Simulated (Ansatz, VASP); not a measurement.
# Cross-check of AlN between VASP and Ansatz

Aim: how closely do two programs agree when they are given the same cell, functional and k mesh? The cell is taken from a series of runs on this material, whose earlier steps may have relaxed, scaled, displaced or heated it; both programs get it as it stands.

Calculated with Ansatz 0.2.0; plane waves, with VASP 6.6.1 beside it; zone-centre phonons at PBE.

**1. Starting point**

It takes space group F-43m (No. 216, cubic). The conventional cell has a = 4.406 Å, b = 4.406 Å, c = 4.406 Å, α = 90.00°, β = 90.00°, γ = 90.00°. Nearest to Al lie 4 N at 1.91 Å. N has 4 Al at 1.91 Å nearest. Farther neighbours and most contacts between anions are not listed.

**2. VASP: zone-centre phonons, PBE**

Second derivatives magnify differences that forces hide, and they need a tight electronic threshold.

Lines of VASP's logs that name or quote its potential files are left out, and so is its time.

INCAR reads:

```
SYSTEM = AlN
PREC = Accurate
ENCUT = 600
EDIFF = 1E-08
NELM = 120
ISMEAR = 0
SIGMA = 0.01
LREAL = .FALSE.
ALGO = Normal
GGA = PE
NBANDS = 10
LORBIT = 11
LWAVE = .FALSE.
LCHARG = .FALSE.
ISIF = 2
IBRION = 8
LEPSILON = .TRUE.
LASPH = .TRUE.
GGA_COMPAT = .FALSE.
EFERMI = MIDGAP
KPAR = 2
```

POSCAR reads:

```
AlN
1.0
   -2.2028654040      0.0000000000      2.2028654040
    0.0000000000      2.2028654040      2.2028654040
   -2.2028654040      2.2028654040      0.0000000000
Al N
1 1
Direct
    0.0000000000      0.0000000000      0.0000000000
    0.7500000000      0.7500000000      0.7500000000
```

KPOINTS reads:

```
Automatic mesh
0
Gamma
8 8 8
0 0 0
```

Potentials, in the order of the species: Al and N (PBE family, release 64).

Started as:

```bash
mpirun -np 2 vasp_std
```

Numbers of over 12 decimals in the logs are rounded to 6 here.

What it wrote:

```text
[banner, memory and clock lines left out]
running    2 mpi-ranks, on    1 nodes
 distrk:  each k-point on    1 cores,    2 groups
 distr:  one band on    1 cores,    1 groups

 POSCAR found type information on POSCAR AlN
 POSCAR found :  2 types and       2 ions
 LDA part: xc-table for (Slater+PW92), standard interpolation
 POSCAR, INCAR and KPOINTS ok, starting setup
 FFT: planning ... GRIDC
 FFT: planning ... GRID_SOFT
 FFT: planning ... GRID
 WAVECAR not read
 entering main loop
       N       E                     dE             d eps       ncg     rms          rms(c)
DAV:   1     0.134346155175E+02    0.13435E+02   -0.41279E+03   596   0.748E+02
DAV:   2    -0.160898522365E+02   -0.29524E+02   -0.28643E+02   694   0.158E+02
DAV:   3    -0.171756112448E+02   -0.10858E+01   -0.10846E+01   700   0.291E+01
DAV:   4    -0.171816217549E+02   -0.60105E-02   -0.60102E-02   650   0.228E+00
DAV:   5    -0.171816956615E+02   -0.73907E-04   -0.73906E-04   660   0.255E-01    0.849E+00
DAV:   6    -0.148594764905E+02    0.23222E+01   -0.12468E+01   698   0.198E+01    0.283E+00
DAV:   7    -0.148550854085E+02    0.43911E-02   -0.13440E-01   628   0.316E+00    0.198E+00
DAV:   8    -0.148496671745E+02    0.54182E-02   -0.25115E-02   602   0.180E+00    0.521E-01
DAV:   9    -0.148486946114E+02    0.97256E-03   -0.24749E-03   666   0.348E-01    0.224E-01
DAV:  10    -0.148487585517E+02   -0.63940E-04   -0.47916E-04   634   0.151E-01    0.238E-02
DAV:  11    -0.148487613395E+02   -0.27879E-05   -0.20667E-05   650   0.314E-02    0.138E-02
DAV:  12    -0.148487614137E+02   -0.74134E-07   -0.88155E-07   646   0.825E-03    0.153E-03
DAV:  13    -0.148487614162E+02   -0.25435E-08   -0.14405E-07   660   0.227E-03    0.929E-04
DAV:  14    -0.148487614244E+02   -0.82143E-08   -0.13671E-08   358   0.897E-04
   1 F= -.14848761E+02 E0= -.14848761E+02  d E =0.000000E+00
 Linear response reoptimize wavefunctions to high precision
DAV:   1    -0.148487614254E+02   -0.99141E-09   -0.23578E-09   626   0.364E-04
DAV:   2    -0.148487614254E+02   -0.10857E-10   -0.15957E-11   326   0.388E-05
 Linear response G [H, r] |phi>, progress :
  Direction:   1
       N       E                     dE             d eps       ncg     rms
RMM:   1    -0.330114719171E+02   -0.33011E+02    0.22538E+00  1393   0.511E+01
RMM:   2    -0.311349061068E+02    0.18766E+01   -0.11021E+00   942   0.987E+00
RMM:   3    -0.311469443838E+02   -0.12038E-01   -0.15591E-02   950   0.102E+00
RMM:   4    -0.311471361071E+02   -0.19172E-03   -0.43218E-04  1001   0.130E-01
RMM:   5    -0.311471276759E+02    0.84312E-05   -0.98797E-05  1007   0.200E-02
RMM:   6    -0.311471277398E+02   -0.63918E-07   -0.92387E-05  1055   0.377E-03
RMM:   7    -0.311471271245E+02    0.61530E-06   -0.83806E-05  1047   0.145E-03
RMM:   8    -0.311471271181E+02    0.64422E-08   -0.83588E-05   936   0.105E-03
RMM:   9    -0.311471271084E+02    0.96817E-08   -0.83102E-05   768   0.100E-03
RMM:  10    -0.311471256310E+02    0.14774E-05   -0.55107E-05   699   0.999E-04
RMM:  11    -0.311471247085E+02    0.92243E-06   -0.70000E-05   610   0.101E-03
 Linear response G [H, r] |phi>, progress :
  Direction:   2
       N       E                     dE             d eps       ncg     rms
RMM:   1    -0.351447372905E+02   -0.35145E+02   -0.43770E-01  1395   0.524E+01
RMM:   2    -0.312673432720E+02    0.38774E+01   -0.12910E+00   952   0.106E+01
RMM:   3    -0.312756635190E+02   -0.83202E-02   -0.17628E-02   957   0.106E+00
RMM:   4    -0.312757791110E+02   -0.11559E-03   -0.30824E-04  1001   0.135E-01
RMM:   5    -0.312757713116E+02    0.77993E-05    0.39270E-05  1015   0.209E-02
RMM:   6    -0.312757711594E+02    0.15223E-06    0.47628E-05  1042   0.390E-03
RMM:   7    -0.312757709535E+02    0.20595E-06    0.49267E-05  1048   0.146E-03
RMM:   8    -0.312757709500E+02    0.34324E-08    0.57608E-05   958   0.104E-03
RMM:   9    -0.312757709690E+02   -0.19005E-07    0.50050E-05   799   0.989E-04
RMM:  10    -0.312757718535E+02   -0.88444E-06    0.35779E-05   716   0.983E-04
RMM:  11    -0.312757711860E+02    0.66746E-06    0.90392E-05   616   0.985E-04
 Linear response G [H, r] |phi>, progress :
  Direction:   3
       N       E                     dE             d eps       ncg     rms
RMM:   1    -0.261233283110E+02   -0.26123E+02    0.89829E+01  1315   0.517E+01
RMM:   2    -0.250999223765E+02    0.10234E+01   -0.11298E+00   935   0.978E+00
RMM:   3    -0.251121780080E+02   -0.12256E-01   -0.15235E-02   947   0.981E-01
RMM:   4    -0.251124580718E+02   -0.28006E-03   -0.21229E-04   977   0.123E-01
RMM:   5    -0.251124617018E+02   -0.36300E-05   -0.73979E-06   997   0.192E-02
RMM:   6    -0.251124618134E+02   -0.11154E-06   -0.23080E-06  1030   0.391E-03
RMM:   7    -0.251124618229E+02   -0.94917E-08   -0.27022E-06  1009   0.158E-03
RMM:   8    -0.251124618275E+02   -0.46243E-08   -0.53953E-06   923   0.118E-03
RMM:   9    -0.251124618629E+02   -0.35431E-07   -0.19090E-06   741   0.113E-03
RMM:  10    -0.251124618637E+02   -0.77084E-09    0.27971E-06   658   0.112E-03
RMM:  11    -0.251124618663E+02   -0.26303E-08    0.10950E-05   589   0.112E-03
 Linear response to external field (no local field effect), progress :
  Direction:   1
       N       E                     dE             d eps       ncg     rms          rms(c)
[...]
RMM:   5    -0.150757993016E+00   -0.51778E-08   -0.10857E-08   962   0.631E-04
 change of polarisation eV/A/(eV/A) component  3 :     0.040     0.040     0.302
 dielectric tensor                  component  3 :     0.337     0.340     3.552
 Linear response to external field, progress :
  Direction:   1
       N       E                     dE             d eps       ncg     rms          rms(c)
RMM:   1    -0.217689584579E+00   -0.21769E+00   -0.78757E-01  4191   0.228E+00
RMM:   2    -0.223737894678E+00   -0.60483E-02   -0.19304E-03  3061   0.318E-01    0.700E-01
RMM:   3    -0.220710487231E+00    0.30274E-02   -0.29879E-03  2954   0.374E-01    0.426E-01
RMM:   4    -0.234581944183E+00   -0.13871E-01   -0.48652E-03  3110   0.486E-01    0.633E-02
RMM:   5    -0.237010633259E+00   -0.24287E-02   -0.92384E-05  3107   0.786E-02    0.110E-02
RMM:   6    -0.237174216810E+00   -0.16358E-03   -0.14557E-06  3229   0.102E-02    0.470E-03
RMM:   7    -0.237311512756E+00   -0.13730E-03   -0.57252E-07  3164   0.651E-03    0.348E-04
RMM:   8    -0.237311000746E+00    0.51201E-06   -0.11850E-10  3330   0.498E-04    0.119E-04
RMM:   9    -0.237311517077E+00   -0.51633E-06   -0.12050E-09  3016   0.292E-04    0.161E-05
RMM:  10    -0.237311619364E+00   -0.10229E-06   -0.11471E-09  2101   0.610E-05    0.522E-06
 change of polarisation eV/A/(eV/A) component  1 :     0.430    -0.080    -0.050
 dielectric tensor                  component  1 :     4.643    -0.676    -0.421
 Linear response to external field, progress :
  Direction:   2
       N       E                     dE             d eps       ncg     rms          rms(c)
RMM:   1    -0.217767441370E+00   -0.21777E+00   -0.78835E-01  4188   0.228E+00
RMM:   2    -0.223737832541E+00   -0.59704E-02   -0.19237E-03  3060   0.318E-01    0.700E-01
RMM:   3    -0.220710545436E+00    0.30273E-02   -0.29887E-03  2951   0.374E-01    0.426E-01
RMM:   4    -0.234581918408E+00   -0.13871E-01   -0.48664E-03  3107   0.486E-01    0.633E-02
RMM:   5    -0.237010554500E+00   -0.24286E-02   -0.92499E-05  3105   0.786E-02    0.110E-02
RMM:   6    -0.237174450047E+00   -0.16390E-03   -0.14875E-06  3229   0.102E-02    0.470E-03
RMM:   7    -0.237311505738E+00   -0.13706E-03   -0.57846E-07  3161   0.650E-03    0.348E-04
RMM:   8    -0.237310999370E+00    0.50637E-06   -0.13785E-09  3324   0.499E-04    0.117E-04
RMM:   9    -0.237311516428E+00   -0.51706E-06   -0.95526E-10  3009   0.290E-04    0.173E-05
RMM:  10    -0.237311623070E+00   -0.10664E-06   -0.64752E-10  2123   0.614E-05    0.518E-06
 change of polarisation eV/A/(eV/A) component  2 :    -0.089     0.430     0.049
 dielectric tensor                  component  2 :    -0.751     4.643     0.413
 Linear response to external field, progress :
  Direction:   3
       N       E                     dE             d eps       ncg     rms          rms(c)
RMM:   1    -0.217720743977E+00   -0.21772E+00   -0.78788E-01  4190   0.228E+00
RMM:   2    -0.223737879915E+00   -0.60171E-02   -0.19285E-03  3060   0.318E-01    0.700E-01
RMM:   3    -0.220710573181E+00    0.30273E-02   -0.29885E-03  2951   0.374E-01    0.426E-01
RMM:   4    -0.234581949170E+00   -0.13871E-01   -0.48664E-03  3107   0.486E-01    0.633E-02
RMM:   5    -0.237010449845E+00   -0.24285E-02   -0.92489E-05  3105   0.786E-02    0.110E-02
RMM:   6    -0.237174315234E+00   -0.16387E-03   -0.14862E-06  3231   0.102E-02    0.470E-03
RMM:   7    -0.237311522210E+00   -0.13721E-03   -0.57957E-07  3166   0.651E-03    0.348E-04
RMM:   8    -0.237311003320E+00    0.51889E-06   -0.14751E-09  3338   0.496E-04    0.119E-04
RMM:   9    -0.237311519230E+00   -0.51591E-06   -0.10719E-09  3008   0.293E-04    0.157E-05
RMM:  10    -0.237311620116E+00   -0.10089E-06   -0.10548E-09  2116   0.608E-05    0.521E-06
 change of polarisation eV/A/(eV/A) component  3 :    -0.075     0.062     0.430
 dielectric tensor                  component  3 :    -0.637     0.527     4.643
 Linear response DOF=           2
 Linear response progress:
  Degree of freedom:   1/  2
       N       E                     dE             d eps       ncg     rms          rms(c)
RMM:   1    -0.582100906466E-02   -0.58210E-02   -0.36803E-03  4465   0.706E-01
RMM:   2    -0.526422429654E-02    0.55678E-03   -0.31426E-04  2935   0.157E-01    0.822E-02
RMM:   3    -0.517875775399E-02    0.85467E-04   -0.74202E-05  3038   0.529E-02    0.458E-02
RMM:   4    -0.518894140037E-02   -0.10184E-04   -0.75859E-05  3015   0.525E-02    0.819E-03
RMM:   5    -0.518375304022E-02    0.51884E-05   -0.39319E-06  3053   0.127E-02    0.962E-04
RMM:   6    -0.518182916173E-02    0.19239E-05   -0.41117E-07  3154   0.163E-03    0.463E-04
RMM:   7    -0.518018820385E-02    0.16410E-05   -0.35012E-07  3117   0.810E-04    0.528E-05
RMM:   8    -0.518015873355E-02    0.29470E-07   -0.16810E-08  3207   0.872E-05    0.290E-05
RMM:   9    -0.518015583938E-02    0.28942E-08   -0.24783E-08  3234   0.410E-05    0.352E-06
 first order change of Fermi-energy  -0.87573E+00
 force on displaced ion       1 direction 1 : -13.632   0.000   0.000
 Born effective charge ion    1 direction 1 :   2.537   0.000   0.000
 Linear response progress:
  Degree of freedom:   2/  2
       N       E                     dE             d eps       ncg     rms          rms(c)
RMM:   1    -0.233069077219E+00   -0.23307E+00    0.22956E-01  3738   0.330E+00
RMM:   2    -0.234908398380E+00   -0.18393E-02   -0.22145E-03  2921   0.445E-01    0.171E-01
RMM:   3    -0.235921159736E+00   -0.10128E-02   -0.64166E-04  2786   0.181E-01    0.855E-02
RMM:   4    -0.237841002525E+00   -0.19198E-02   -0.55032E-04  2750   0.166E-01    0.233E-02
RMM:   5    -0.237879361515E+00   -0.38359E-04   -0.18196E-05  3117   0.394E-02    0.259E-03
RMM:   6    -0.237895341923E+00   -0.15980E-04   -0.26142E-07  3231   0.366E-03    0.108E-03
RMM:   7    -0.237890281136E+00    0.50608E-05   -0.11342E-07  3149   0.156E-03    0.891E-05
RMM:   8    -0.237889290802E+00    0.99033E-06   -0.17510E-08  3294   0.228E-04    0.523E-05
RMM:   9    -0.237889302290E+00   -0.11488E-07   -0.15881E-08  3324   0.137E-04    0.452E-06
RMM:  10    -0.237889320090E+00   -0.17800E-07   -0.17153E-08  3544   0.740E-05    0.246E-06
RMM:  11    -0.237889328628E+00   -0.85384E-08   -0.25362E-08  3082   0.717E-05    0.185E-07
 first order change of Fermi-energy   0.87490E+00
 force on displaced ion       2 direction 1 : -13.633   0.000   0.000
 Born effective charge ion    2 direction 1 :  -2.540   0.000   0.000
 Born effective charges drift removed
 Linear response finished
```

Parts of OUTCAR (step 2):

```text
ion  position               nearest neighbor table
   1  0.000  0.000  0.000-   2 1.91   2 1.91   2 1.91   2 1.91
   2  0.750  0.750  0.750-   1 1.91   1 1.91   1 1.91   1 1.91

  LATTYP: Found a face centered cubic cell.
 ALAT       =     4.4057308080

 Subroutine GETGRP returns: Found 24 space group operations
 (whereof 24 operations were pure point group operations)

The static configuration has the point symmetry T_d .

 Found     29 irreducible k-points:

   k-points           NKPTS =     29   k-points in BZ     NKDIM =     29   number of bands    NBANDS=     10

   dimension x,y,z NGX =    28 NGY =   28 NGZ =   28
   dimension x,y,z NGXF=    56 NGYF=   56 NGZF=   56

   ENCUT  =  600.0 eV  44.10 Ry    6.64 a.u.   6.22  6.22  6.22*2*pi/ulx,y,z

   NELECT =       8.0000    total number of electrons

 k-points in reciprocal lattice and weights: Automatic mesh
   0.00000000  0.00000000  0.00000000       0.002
   0.12500000  0.00000000  0.00000000       0.016
   0.25000000  0.00000000  0.00000000       0.016
   0.37500000  0.00000000  0.00000000       0.016
   0.50000000  0.00000000  0.00000000       0.008
   0.12500000  0.12500000  0.00000000       0.012
   0.25000000  0.12500000  0.00000000       0.047
   0.37500000  0.12500000  0.00000000       0.047
   0.50000000  0.12500000  0.00000000       0.047
[...]
-0.37500000  0.50000000  0.12500000       0.023
  -0.25000000  0.50000000  0.25000000       0.012

 average (electrostatic) potential at core
       1 -71.9722       2 -60.2172

  Total       -0.0971059     -0.0971059     -0.0971059      0.0000000      0.0000000      0.0000000
  in kB       -7.2771683     -7.2771683     -7.2771683      0.0000000      0.0000000      0.0000000
  external PRESSURE =      -7.2771683 kB  Pullay stress =       0.0000000 kB

  energy-cutoff  :      600.00
  volume of cell :       21.38
      direct lattice vectors                 reciprocal lattice vectors
    -2.202865404  0.000000000  2.202865404    -0.226977100 -0.226977100  0.226977100
     0.000000000  2.202865404  2.202865404     0.226977100  0.226977100  0.226977100
    -2.202865404  2.202865404  0.000000000    -0.226977100  0.226977100 -0.226977100

 POSITION                                       TOTAL-FORCE (eV/Angst)
 -----------------------------------------------------------------------------------
      0.00000      0.00000      0.00000        -0.000000      0.000000     -0.000000
     -3.30430      3.30430      3.30430         0.000000     -0.000000      0.000000
 -----------------------------------------------------------------------------------
    total drift:                                0.000000     -0.000000     -0.000000

 MACROSCOPIC STATIC DIELECTRIC TENSOR (including local field effects in DFT)
 ------------------------------------------------------
           4.642619    -0.000000     0.000000
           0.000000     4.642619     0.000000
          -0.000000    -0.000000     4.642619
 ------------------------------------------------------

 PIEZOELECTRIC TENSOR (including local field effects)  for field in x, y, z        (C/m^2)
          XX          YY          ZZ          XY          YZ          ZX
  --------------------------------------------------------------------------------
  x    -0.00000    -0.00000    -0.00000     0.00000    -0.63251     0.00000
  y     0.00000     0.00000     0.00000     0.00000     0.00000    -0.63251
  z     0.00000     0.00000     0.00000    -0.63251     0.00000     0.00000

 BORN EFFECTIVE CHARGES (including local field effects) (in |e|, cummulative output)
 ---------------------------------------------------------------------------------
 ion    1
    1     2.53886     0.00000    -0.00000
    2     0.00000     2.53886    -0.00000
    3    -0.00000    -0.00000     2.53886
 ion    2
    1    -2.53886     0.00000     0.00000
    2     0.00000    -2.53886     0.00000
    3     0.00000     0.00000    -2.53886

 Eigenvectors and eigenvalues of the dynamical matrix
 ----------------------------------------------------

   1 f  =   19.011981 THz   119.455800 2PiTHz  634.171426 cm-1    78.627200 meV
             X         Y         Z           dx          dy          dz
      0.000000  0.000000  0.000000     0.000000    0.584488    0.000000
     -3.304298  3.304298  3.304298     0.000000   -0.811403    0.000000

   2 f  =   19.011981 THz   119.455800 2PiTHz  634.171426 cm-1    78.627200 meV
             X         Y         Z           dx          dy          dz
      0.000000  0.000000  0.000000    -0.584488    0.000000    0.000000
     -3.304298  3.304298  3.304298     0.811403    0.000000    0.000000

   3 f  =   19.011981 THz   119.455800 2PiTHz  634.171426 cm-1    78.627200 meV
             X         Y         Z           dx          dy          dz
      0.000000  0.000000  0.000000     0.000000    0.000000   -0.584488
     -3.304298  3.304298  3.304298     0.000000    0.000000    0.811403

   4 f/i=    0.000241 THz     0.001514 2PiTHz    0.008038 cm-1     0.000997 meV
             X         Y         Z           dx          dy          dz
      0.000000  0.000000  0.000000     0.811403    0.000000    0.000000
     -3.304298  3.304298  3.304298     0.584488    0.000000    0.000000

   5 f/i=    0.000241 THz     0.001514 2PiTHz    0.008038 cm-1     0.000997 meV
             X         Y         Z           dx          dy          dz
      0.000000  0.000000  0.000000     0.000000   -0.811403    0.000000
     -3.304298  3.304298  3.304298     0.000000   -0.584488    0.000000

   6 f/i=    0.000241 THz     0.001514 2PiTHz    0.008038 cm-1     0.000997 meV
             X         Y         Z           dx          dy          dz
      0.000000  0.000000  0.000000     0.000000    0.000000    0.811403
     -3.304298  3.304298  3.304298     0.000000    0.000000    0.584488

 MACROSCOPIC STATIC DIELECTRIC TENSOR IONIC CONTRIBUTION
 ------------------------------------------------------
           4.002006     0.000000    -0.000000
           0.000000     4.002006    -0.000000
          -0.000000    -0.000000     4.002006
 ------------------------------------------------------

 ELASTIC MODULI CONTR FROM IONIC RELAXATION (kBar)
 Direction    XX          YY          ZZ          XY          YZ          ZX
 --------------------------------------------------------------------------------
 XX          -0.0000      0.0000     -0.0000      0.0000      0.0000      0.0000
 YY           0.0000     -0.0000      0.0000      0.0000     -0.0000     -0.0000
 ZZ          -0.0000      0.0000     -0.0000     -0.0000     -0.0000      0.0000
 XY           0.0000      0.0000     -0.0000   -319.3581      0.0000      0.0000
 YZ           0.0000     -0.0000     -0.0000      0.0000   -319.3581     -0.0000
 ZX           0.0000     -0.0000      0.0000      0.0000     -0.0000   -319.3581
 --------------------------------------------------------------------------------

 PIEZOELECTRIC TENSOR IONIC CONTR  for field in x, y, z        (C/m^2)
          XX          YY          ZZ          XY          YZ          ZX
  --------------------------------------------------------------------------------
  x    -0.00000     0.00000     0.00000    -0.00000     1.06378     0.00000
  y    -0.00000     0.00000    -0.00000    -0.00000     0.00000     1.06378
  z    -0.00000    -0.00000     0.00000     1.06378    -0.00000    -0.00000
```

[end of part 1 of 2]

[Lines on the potential files, build, host, timing and source positions are cut from VASP's logs without a mark.]

[Logs are printed without paths, hosts, clocks, repeated set-up lines and the standing remarks that a program may print on its own settings, such as how far it seeks lower states.]

[Hosts, paths, dates, database ids (printed as entryN), source tags and the programs' standing remarks are cut or masked in the printed files.]
